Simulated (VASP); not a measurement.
These are r2SCAN meta-GGA, VASP's PBE PAW potentials (set 64) (plane waves; VASP) values and carry that method's errors.

VASP ran on this input.

INCAR:
```
! general
SYSTEM  = NiAl
PREC    = Accurate
ENCUT   = 480   ! plane-wave cut-off (eV)
LREAL   = F   ! projection in real space or not
LASPH   = T   ! aspherical one-centre terms

! electronic loop
EDIFF   = 1E-6
NELM    = 100
ALGO    = Normal
LMAXMIX = 4
LMIXTAU = T

! smearing
ISMEAR  = 1   ! Methfessel-Paxton
SIGMA   = 0.1   ! width (eV)

! functional
METAGGA = R2SCAN

! ions
IBRION  = 2   ! conjugate gradients
NSW     = 60   ! most ionic steps
ISIF    = 3   ! ions, shape and volume
EDIFFG  = -0.01

! output
LWAVE   = F
LCHARG  = F
```

### KPOINTS
```
Automatic mesh
0
Gamma
11 11 11
0 0 0
```

POSCAR:
```
NiAl
1
    2.8900000000     0.0000000000     0.0000000000
    0.0000000000     2.8900000000     0.0000000000
    0.0000000000     0.0000000000     2.8900000000
Al Ni
1 1
Direct
  0.5000000000   0.5000000000   0.5000000000
  0.0000000000   0.0000000000   0.0000000000
```

POTCAR, in this order: Al Ni (PBE.64 set). Program: vasp_std.

Energy and stress use the plane-wave basis of the starting cell.

### Question
Estimate the energy per atom (σ→0), volume per atom, band gap (on the k-mesh).

### Answer

```yaml
energy per atom (σ→0): -10.031 eV/atom
band gap (on the k-mesh): none (metal, semimetal or under 0.01 eV)
volume_per_atom: 11.74 Å³/atom
```

OSZICAR:
```
...
DAV:   3    -0.200653744212E+02    0.21664E+00   -0.15520E+00  1266   0.219E+01    0.596E-01
DAV:   4    -0.200614399783E+02    0.39344E-02   -0.12478E-02  1300   0.166E+00    0.101E-01
DAV:   5    -0.200613304162E+02    0.10956E-03   -0.62282E-04  1570   0.301E-01    0.593E-02
DAV:   6    -0.200613412238E+02   -0.10808E-04   -0.26298E-05  1232   0.880E-02    0.740E-02
DAV:   7    -0.200613332458E+02    0.79780E-05   -0.11306E-04  1230   0.213E-01    0.126E-02
DAV:   8    -0.200613395918E+02   -0.63460E-05   -0.14075E-05  1210   0.392E-02    0.391E-03
DAV:   9    -0.200613397360E+02   -0.14426E-06   -0.15365E-06   568   0.214E-02
   3 F= -.20061340E+02 E0= -.20061014E+02  d E =-.975142E-02
```

The compound is NiAl in the CsCl type structure. This run relaxes it. Symmetry was kept, so distortions that lower it aren't found. The run is not spin-polarised, so no magnetic state was tried. The electron count is odd and the run is not spin-polarised, which forces a metal.
